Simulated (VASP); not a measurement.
**GeAu₃ (space group P-6m2): computed properties**

Computed with PBEsol GGA, VASP's PBE PAW potentials (set 64) (plane waves; VASP).

space group: P-6m2 (187)
cell: a = b = 2.887 Å, c = 9.552 Å, α = β = 90.00°, γ = 120.00°
volume per atom: 17.24 Å³/atom
band gap (over mesh and band path): none (metal, semimetal or under 0.01 eV)
band gap with spin-orbit coupling: none (metallic)
density: 15.98 g/cm³

```yaml
crystal:
  lattice:
    - [2.88701, 0.00000, 0.00000]
    - [-1.44351, 2.50023, 0.00000]
    - [0.00000, 0.00000, 9.55204]
  atoms:
    - { symbol: Ge, position: [0.66667, 0.33333, 0.00000] }
    - { symbol: Au, position: [0.66667, 0.33333, 0.50000] }
    - { symbol: Au, position: [0.33333, 0.66667, 0.24941] }
    - { symbol: Au, position: [0.33333, 0.66667, 0.75059] }
```

Unless said otherwise, spin-orbit coupling is left out, though it shifts the bands of the heavy elements here.

The structure comes from a computed database's GeAu3 entry (P-6m2); how it stands against other phases isn't given here. It was relaxed first, which changed the volume by -6 %. Symmetry was kept, so distortions that lower it aren't found. The electron count is odd and the run is not spin-polarised, which forces a metal.
